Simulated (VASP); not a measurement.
# KW4 (Pm-3m) in VASP: notebook

One crystal, KW4, is run at these levels: PBE; tasks: relaxation of cell and atoms, single point.

Program: VASP 6.6.1. These are calculated values, not measurements. Logs are shortened: lines on timing, memory, paths and dates and some standing lists are left out, and cuts for length are marked.

### 1 The cell of the first run

The structure is cubic, space group Pm-3m (No. 221). Conventional cell: a = 4.428 Å, b = 4.428 Å, c = 4.428 Å, α = 90.00°, β = 90.00°, γ = 90.00°. K (site symmetry m-3m) has 6 W at 2.21 Å as nearest neighbours. W (site symmetry 4/mmm) is surrounded by 2 K at 2.21 Å. W (site symmetry m-3m) is surrounded by 12 W at 3.13 Å.

The cell was built by a generator and needn't be a form met in nature.

### 2 Relaxation of cell and atoms, PBE (random cell by space group and Wyckoff sites (Pm-3m, No. 221))

Input file INCAR:

```
PREC = Accurate
ENCUT = 600
EDIFF = 1E-6
ISMEAR = 0
SIGMA = 0.1
LREAL = False
LASPH = True
NELM = 100
ALGO = Fast
ISIF = 3
LWAVE = False
LCHARG = False
GGA = PE
IBRION = 2
NSW = 100
EDIFFG = -0.01
```

Input file KPOINTS:

```
Automatic mesh
0
Gamma
  8 8 8
```

Input file POSCAR:

```
KW4
1.0
    4.4280972535      0.0000000000      0.0000000000
    0.0000000000      4.4280972535      0.0000000000
    0.0000000000      0.0000000000      4.4280972535
K W
1 4
Direct
    0.5000000000      0.5000000000      0.5000000000
    0.0000000000      0.5000000000      0.5000000000
    0.5000000000      0.0000000000      0.5000000000
    0.5000000000      0.5000000000      0.0000000000
    0.0000000000      0.0000000000      0.0000000000
```

Potentials or basis: VASP PAW PBE potentials, release 64 (K_sv, W_sv).

Launch:

```
> cat potpaw_PBE.64/K_sv/POTCAR potpaw_PBE.64/W_sv/POTCAR > POTCAR
> mpirun -np 1 vasp_std > vasp.out
```

OUTCAR:

```text
PREC = Accurate
   ENCUT = 600
   EDIFF = 1E-6
   ISMEAR = 0
   LREAL = False
   LASPH = True
   NELM = 100
   ISIF = 3
   GGA = PE
   IBRION = 2
   NSW = 100
   EDIFFG = -0.01

 ion  position               nearest neighbor table
   1  0.500  0.500  0.500-   2 2.21   3 2.21   4 2.21   4 2.21   3 2.21   2 2.21
   2  0.000  0.500  0.500-   1 2.21   1 2.21   4 3.13   5 3.13   4 3.13   5 3.13   3 3.13   5 3.13
                             5 3.13   3 3.13   3 3.13   4 3.13   4 3.13   3 3.13
   3  0.500  0.000  0.500-   1 2.21   1 2.21   4 3.13   5 3.13   4 3.13   5 3.13   2 3.13   2 3.13
                             4 3.13   4 3.13   2 3.13   5 3.13   5 3.13   2 3.13
   4  0.500  0.500  0.000-   1 2.21   1 2.21   3 3.13   5 3.13   2 3.13   2 3.13   3 3.13   3 3.13
                             5 3.13   3 3.13   2 3.13   5 3.13   2 3.13   5 3.13
   5  0.000  0.000  0.000-   2 3.13   3 3.13   4 3.13   2 3.13   3 3.13   2 3.13   4 3.13   2 3.13
                             3 3.13   4 3.13   3 3.13   4 3.13

  LATTYP: Found a simple cubic cell.
 ALAT       =     4.4280972535

  Lattice vectors:

 A1 = (   4.4280972535,   0.0000000000,   0.0000000000)
 A2 = (   0.0000000000,   4.4280972535,   0.0000000000)
 A3 = (   0.0000000000,   0.0000000000,   4.4280972535)

Analysis of symmetry for initial positions (statically):
=====================================================================
 Subroutine PRICEL returns:
 Original cell was already a primitive cell.

 Routine SETGRP: Setting up the symmetry group for a
 simple cubic supercell.

 Subroutine GETGRP returns: Found 48 space group operations
 (whereof 48 operations were pure point group operations)
 out of a pool of 48 trial point group operations.

The static configuration has the point symmetry O_h .

Analysis of symmetry for dynamics (positions and initial velocities):
=====================================================================
 Subroutine PRICEL returns:
 Original cell was already a primitive cell.

 Routine SETGRP: Setting up the symmetry group for a
 simple cubic supercell.

 Subroutine GETGRP returns: Found 48 space group operations
 (whereof 48 operations were pure point group operations)
 out of a pool of 48 trial point group operations.

The dynamic configuration has the point symmetry O_h .

 Subroutine INISYM returns: Found 48 space group operations
 (whereof 48 operations are pure point group operations),
 and found     1 'primitive' translations

----------------------------------------------------------------------------------------

                                     Primitive cell

  volume of cell :      86.8263

  direct lattice vectors                    reciprocal lattice vectors
     4.428097253  0.000000000  0.000000000     0.225830632  0.000000000  0.000000000
     0.000000000  4.428097253  0.000000000     0.000000000  0.225830632  0.000000000
     0.000000000  0.000000000  4.428097253     0.000000000  0.000000000  0.225830632

  length of vectors
     4.428097253  4.428097253  4.428097253     0.225830632  0.225830632  0.225830632

  position of ions in fractional coordinates (direct lattice)
     0.500000000  0.500000000  0.500000000
     0.000000000  0.500000000  0.500000000
     0.500000000  0.000000000  0.500000000
     0.500000000  0.500000000  0.000000000
     0.000000000  0.000000000  0.000000000

  ion indices of the primitive-cell ions
   primitive index   ion index
                 1           1
                 2           2
                 3           3
                 4           4
                 5           5

----------------------------------------------------------------------------------------

 KPOINTS: Automatic mesh

Automatic generation of k-mesh.
 Grid dimensions read from file:
 generate k-points for:    8    8    8

 Generating k-lattice:

  Cartesian coordinates                     Fractional coordinates (reciprocal lattice)
     0.028228829  0.000000000  0.000000000     0.125000000  0.000000000  0.000000000
     0.000000000  0.028228829  0.000000000     0.000000000  0.125000000  0.000000000
     0.000000000  0.000000000  0.028228829     0.000000000  0.000000000  0.125000000

  Length of vectors
     0.028228829  0.028228829  0.028228829

  Shift w.r.t. Gamma in fractional coordinates (k-lattice)
     0.000000000  0.000000000  0.000000000

 Subroutine IBZKPT returns following result:
 ===========================================

 Found     35 irreducible k-points:

 Following reciprocal coordinates:
            Coordinates               Weight
  0.000000  0.000000  0.000000      1.000000
  0.125000  0.000000  0.000000      6.000000
  0.250000  0.000000  0.000000      6.000000
  0.375000  0.000000  0.000000      6.000000
  0.500000  0.000000  0.000000      3.000000
  0.125000  0.125000  0.000000     12.000000
[... 16 lines left out ...]
  0.375000  0.375000  0.125000     24.000000
  0.500000  0.375000  0.125000     24.000000
 [... further k-points ...]
   k-points           NKPTS =     35   k-points in BZ     NKDIM =     35   number of bands    NBANDS=     39
   number of dos      NEDOS =    301   number of ions     NIONS =      5
   total plane-waves  NPLWV =  46656
   dimension x,y,z NGX =    36 NGY =   36 NGZ =   36
   dimension x,y,z NGXF=    72 NGYF=   72 NGZF=   72
   ions per type =               1   4
   NGX,Y,Z   is equivalent  to a cutoff of  13.52, 13.52, 13.52 a.u.
   NGXF,Y,Z  is equivalent  to a cutoff of  27.03, 27.03, 27.03 a.u.
 SYSTEM =  unknown system
   PREC   = accura    normal or accurate (medium, high low for compatibility)
   ISTART =      0    job   : 0-new  1-cont  2-samecut
   ICHARG =      2    charge: 1-file 2-atom 10-const
   ISPIN  =      1    spin polarized calculation?
   LNONCOLLINEAR =      F non collinear calculations
   LSORBIT =      F    spin-orbit coupling
   LASPH  =      T    aspherical Exc in radial PAW
   ENCUT  =  600.0 eV  44.10 Ry    6.64 a.u.   8.84  8.84  8.84*2*pi/ulx,y,z
   NELM   =    100;   NELMIN=  2; NELMDL= -5     # of ELM steps
   EDIFF  = 0.1E-05   stopping-criterion for ELM
   LREAL  =      F    real-space projection
   EDIFFG = -.1E-01   stopping-criterion for IOM
   NSW    =    100    number of steps for IOM
   IBRION =      2    ionic relax: 0-MD 1-quasi-New 2-CG
   NFREE  =      1    steps in history (QN), initial steepest desc. (CG)
   ISIF   =      3    stress and relaxation
   ISYM   =      2    0-nonsym 1-usesym 2-fastsym
   POTIM  = 0.5000    time-step for ionic-motion
   TEBEG  =    0.0;   TEEND  =   0.0 temperature during run
   PSTRESS=    0.0 pullay stress
   NELECT =      65.0000    total number of electrons
   NUPDOWN=      -1.0000    fix difference up-down
   EMIN   =  10.00;   EMAX   =-10.00  energy-range for DOS
   EFERMI =   0.00;   METHOD = LEGACY
   ISMEAR =     0;   SIGMA  =   0.10  broadening in eV -4-tet -1-fermi 0-gaus
   EFERMI_NEDOS =   21; number of points for ismear=-14 and -15
   IALGO  =     68    algorithm
   IMIX   =      4    mixing-type and parameters
     AMIX     =   0.40;   BMIX     =  1.00
     AMIX_MAG =   1.60;   BMIX_MAG =  1.00
  volume/ion in A,a.u.               =      17.37       117.19
  Fermi-wavevector in a.u.,A,eV,Ry     =   1.486490  2.809060 30.064167  2.209654
  Thomas-Fermi vector in A             =   2.599770
   LORBIT       =      0    0 simple, 1 ext, 2 COOP (PROOUT), +10 PAW based schemes
   GGA     = PE    functional components
   LHFCALC =     F    Hartree Fock is set to
   AEXX    =    0.0000 exact exchange contribution
   IVDW    =     0    specifies the selected vdW correction
   LEPSILON=     F    determine dielectric tensor
   LRPA    =     F    only Hartree local field effects (RPA)
 conjugate gradient relaxation of ions
 non-spin polarized calculation
 RMM-DIIS sequential band-by-band and
 Gauss-broadening in eV      SIGMA  =   0.10
  energy-cutoff  :      600.00
  volume of cell :       86.83
 maximum number of plane-waves:      2945
 NGX is ok and might be reduce to    36
   NGX = 17   NGY = 17   NGZ = 17

--------------------------------------- Ionic step        1  -------------------------------------------

 number of electron      65.0000022 magnetization

 Free energy of the ion-electron system (eV)
  ---------------------------------------------------
  ext. energy  EPLUGINS =         0.00000000
  ---------------------------------------------------
  free energy    TOTEN  =       -34.45587394 eV

  energy without entropy =      -34.43070188  energy(sigma->0) =      -34.44328791

------------------------ aborting loop EDIFF was not reached (unconverged)  ----------------------------

  FORCE on cell =-STRESS in cart. coord.  units (eV):
  Direction    XX          YY          ZZ          XY          YZ          ZX
  --------------------------------------------------------------------------------------
  -------------------------------------------------------------------------------------
  Total        1.5503802      1.5503802      1.5503802      0.0000000     -0.0000000     -0.0000000
  in kB       28.6086484     28.6086484     28.6086484      0.0000000     -0.0000000     -0.0000000
  external PRESSURE =      28.6086484 kB  Pullay stress =       0.0000000 kB
[... 26 lines left out ...]
--------------------------------------- Ionic step        2  -------------------------------------------

 number of electron      64.9999986 magnetization

------------------------ aborting loop EDIFF was not reached (unconverged)  ----------------------------

  FORCE on cell =-STRESS in cart. coord.  units (eV):
  Direction    XX          YY          ZZ          XY          YZ          ZX
  --------------------------------------------------------------------------------------
  -------------------------------------------------------------------------------------
  Total       -2.4221503     -2.4221503     -2.4221503     -0.0000000     -0.0000000     -0.0000000
  in kB      -42.7479071    -42.7479071    -42.7479071     -0.0000000     -0.0000000     -0.0000000
  external PRESSURE =     -42.7479071 kB  Pullay stress =       0.0000000 kB
[... 26 lines left out ...]
--------------------------------------- Ionic step        3  -------------------------------------------

 number of electron      65.0000011 magnetization

 Free energy of the ion-electron system (eV)
  ---------------------------------------------------
  ext. energy  EPLUGINS =         0.00000000
  ---------------------------------------------------
  free energy    TOTEN  =       -34.47019437 eV

  energy without entropy =      -34.44272860  energy(sigma->0) =      -34.45646149

 E-fermi :   8.3342     XC(G=0): -12.5212

 val. band max:        8.3077481355   @ k =   0.3750   0.0000   0.0000
 cond. band min:       8.3360515560   @ k =   0.5000   0.3750   0.2500
 fundamental gap:      0.0283034205
 Fermi energy:         8.3341582191

 k-point     1 :       0.0000    0.0000    0.0000
  band No.  band energies     occupation
      1     -65.9434      2.00000
      2     -65.8410      2.00000
      3     -65.8080      2.00000
      4     -65.8080      2.00000
      5     -30.6866      2.00000
      6     -30.6866      2.00000
[... 997 lines left out ...]
     38      10.4088      0.00000
     39      10.7375      0.00000

 [... further k-points ...]
[... 5 lines left out ...]
  --------------------------------------------------------------------------------------
  -------------------------------------------------------------------------------------
  Total       -0.0088414     -0.0088414     -0.0088414     -0.0000000     -0.0000000      0.0000000
  in kB       -0.1604295     -0.1604295     -0.1604295     -0.0000000     -0.0000000      0.0000000
  external PRESSURE =      -0.1604295 kB  Pullay stress =       0.0000000 kB
[... 20 lines left out ...]
  FREE ENERGIE OF THE ION-ELECTRON SYSTEM (eV)
  ---------------------------------------------------
  free  energy   TOTEN  =       -34.4701943726 eV

  energy  without entropy=      -34.4427286010  energy(sigma->0) =      -34.45646149

 reached required accuracy - stopping structural energy minimisation
```

It took 11 min on 1 thread of Intel Xeon 6975P-C (Granite Rapids), shared host; peak memory 0.29 GiB.

What came out:

```yaml
Free_energy: -34.4702 eV
Relaxed_volume: 17.66 Å³/atom
Relaxed_cell: a = 4.453 Å, b = 4.453 Å, c = 4.453 Å, α = 90.00°, β = 90.00°, γ = 90.00°
Space_group_after_relaxing_to_0.05_Å: Pm-3m (No. 221)
Energy_gained_by_relaxing: 2.9 meV/atom
Ionic_steps: 3
Pressure_after_relaxing: 0.0 GPa
Band_gap_on_the_k_mesh: none (metal or under the smearing width)
```

Step by step:
| step | energy change (eV) | largest force (eV/Å) | pressure (GPa) | volume (Å³) |
| --- | --- | --- | --- | --- |
| 1 | 0.0000 | 0.0000 | 2.86 | 86.83 |
| 2 | 0.0214 | 0.0000 | -4.27 | 90.78 |
| 3 | -0.0143 | 0.0000 | -0.02 | 88.30 |

Final structure:
```yaml
crystal:
  lattice:
    - [4.45296, 0.00000, 0.00000]
    - [0.00000, 4.45296, 0.00000]
    - [0.00000, 0.00000, 4.45296]
  atoms:
    - { symbol: K, position: [0.50000, 0.50000, 0.50000] }
    - { symbol: W, position: [0.00000, 0.50000, 0.50000] }
    - { symbol: W, position: [0.50000, 0.00000, 0.50000] }
    - { symbol: W, position: [0.50000, 0.50000, 0.00000] }
    - { symbol: W, position: [0.00000, 0.00000, 0.00000] }
```

Levels at points of the mesh, in eV from the Fermi level:
```tsv
k point	band 30	band 31	band 32	band 33	band 34	band 35
(0.00, 0.00, 0.00)	-1.15	-1.15	0.42	2.33	2.34	2.39
(0.50, 0.00, 0.00)	-1.30	-0.65	-0.34	0.25	0.38	0.38
(0.50, 0.50, 0.00)	-1.22	-1.20	-0.77	0.39	0.53	0.58
(0.50, 0.50, 0.50)	-0.77	-0.55	-0.55	1.38	1.38	1.38
```

The run has no spin-orbit coupling, so splittings on W are missing.

### 3 Single point, PBE (random cell by space group and Wyckoff sites (Pm-3m, No. 221))

Input file INCAR:

```
PREC = Accurate
ENCUT = 520
EDIFF = 1E-6
ISMEAR = 0
SIGMA = 0.1
LREAL = F
LASPH = T
NELM = 60
ALGO = Normal
ISIF = 2
LWAVE = F
LCHARG = T
GGA = PE
LELF = T
LVHAR = T
NBANDS = 40
```

Input file KPOINTS:

```
regular mesh
0
Gamma
  4 4 4
```

POSCAR is that of step 2.

Potentials or basis: VASP PAW PBE potentials, release 64 (K_sv, W_sv).

Launch:

```
> cat potpaw_PBE.64/K_sv/POTCAR potpaw_PBE.64/W_sv/POTCAR > POTCAR
> mpirun -np 1 vasp_std > vasp.out
```

Run time: 19 s. Hardware: 1 thread of Intel Xeon 6975P-C (Granite Rapids), shared host; peak memory 0.2 GiB.

It converged, with:

- Free energy: -34.2793 eV
- Pressure: 3.3 GPa
- Band gap on the k mesh: none (metal or under the smearing width)

Levels at points of the mesh, in eV from the Fermi level:
| k point | band 30 | band 31 | band 32 | band 33 | band 34 | band 35 |
| --- | --- | --- | --- | --- | --- | --- |
| (0.00, 0.00, 0.00) | -1.38 | -1.38 | 0.23 | 2.20 | 2.20 | 2.25 |
| (0.50, 0.00, 0.00) | -1.53 | -0.89 | -0.59 | 0.09 | 0.18 | 0.18 |
| (0.50, 0.50, 0.00) | -1.46 | -1.46 | -1.03 | 0.20 | 0.29 | 0.43 |
| (0.50, 0.50, 0.50) | -0.98 | -0.73 | -0.73 | 1.20 | 1.20 | 1.20 |

(Continued in part 2 of 2.)
